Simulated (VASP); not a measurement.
Energy against volume of BaHfO3 (cubic perovskite). Calculation: revPBE GGA, VASP's PBE PAW potentials (set 64) (plane waves; VASP).

| V (Å³/atom) | E (eV/atom) |
|---|---|
| 14.191 | -8.33280 |
| 14.644 | -8.35479 |
| 15.096 | -8.36181 |
| 15.549 | -8.35610 |
| 16.002 | -8.33953 |

**Question.** Fit a third-order Birch-Murnaghan equation of state.

**Answer.** 
```json
{
  "volume_per_atom": "15.11 Å³/atom",
  "bulk_modulus": "149 GPa",
  "pressure_derivative_of_the_bulk_modulus": "4.33",
  "lattice_constant_a": "4.227 Å"
}
```

Measured: a 4.171 Å (computed value off by +1.3 %), as given by Zhao et al., (2008), arXiv:0809.3506. The calculation is for a static lattice, while the measured a holds thermal and zero-point effects, which are part of the difference.

The compound is BaHfO3 in the cubic perovskite structure. It was relaxed first.
